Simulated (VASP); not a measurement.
Data:

```
NaF
1.0
    0.00000     2.31500     2.31500
    2.31500     0.00000     2.31500
    2.31500     2.31500     0.00000
Na F
1 1
Cartesian
  0.00000   0.00000   0.00000
  2.31500   2.31500   2.31500
```

Method: PBE GGA, VASP's PBE PAW potentials (set 64) (plane waves; VASP). Numerical set-up: 520 eV cut-off, 9×9×9 Γ-centred mesh, Gaussian smearing of 0.050 eV, potentials Na_pv F_s.

Question: Give the stress tensor in GPa (positive for a compressed cell).

Answer: 
```
2.16  0.00  0.00
0.00  2.16  0.00
0.00  0.00  2.16
```
The pressure is its mean diagonal, 2.16 GPa.

The compound is NaF in the rock salt structure. The cell was not relaxed at this level. The run is one of a series of settings (POTCAR Na_pv F_s (PBE.64 set) against the base run), some of them coarse on purpose.
